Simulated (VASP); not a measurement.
An input for Ansatz (written as the equivalent of a VASP run, and not itself run):

Ansatz 0.2 input:
```yaml
crystal:
  lattice:
    - [3.1385867, 0.0000000, 0.0000000]
    - [0.0000000, 3.1385867, 0.0000000]
    - [0.0000000, 0.0000000, 3.1385867]
  atoms:
    - { symbol: B, position: [0.0000000, 0.0000000, 0.0000000] }
    - { symbol: Bi, position: [0.5000000, 0.5000000, 0.5000000] }
kpoints:
  mp_grid: { grid: [12, 12, 12] }
hamiltonian:
  xc: pbesol
  pseudopotentials: { kind: paw }
scf:
  occupations: { method: methfessel_paxton, width: 0.1 }
  max_iter: 100
relax:
  max_steps: 40
  f_tol: 0.02
  cell: { p_target: 20 }
output: { forces: true, stress: true, eigenvalues: true }
```

**Question.** Write the VASP files for the same calculation (PBEsol).

**Answer.** One answer among several that fit: 
File POSCAR:
```
BBi
1
    3.1385867024     0.0000000000     0.0000000000
    0.0000000000     3.1385867024     0.0000000000
   -0.0000000000    -0.0000000000     3.1385867024
B Bi
1 1
Direct
  0.0000000000   0.0000000000   0.0000000000
  0.5000000000   0.5000000000   0.5000000000
```

**KPOINTS**
```
K-points
0
gamma
  12 12 12
0 0 0
```

### INCAR
```
SYSTEM=BBi
PREC=Accurate; ENCUT=620; LREAL=.FALSE.
LASPH=.TRUE.
EDIFF=1E-6; NELM=100; ALGO=Normal
LMAXMIX=4
ISMEAR=1; SIGMA=0.1
GGA=PS
IBRION=2; NSW=40; ISIF=3
EDIFFG=-0.02; PSTRESS=200
LWAVE=.FALSE.; LCHARG=.FALSE.
```

POTCAR, in this order: B Bi_d (PBE.64 set). Program: vasp_std.

The two are equivalent in intent, not identical: each code has its own PAW files, so the cut-off isn't converted (ENCUT is set for VASP's; basis.ecutwfc is left out, and Ansatz then takes the one that its files recommend); Ansatz stops its SCF on the density residual and VASP on the energy change (EDIFF).

The structure was generated: BBi was put into the CsCl type type (Pm-3m), which need not be its known phase. This run relaxes it under an external pressure of 20 GPa. Symmetry was kept, so distortions that lower it aren't found.
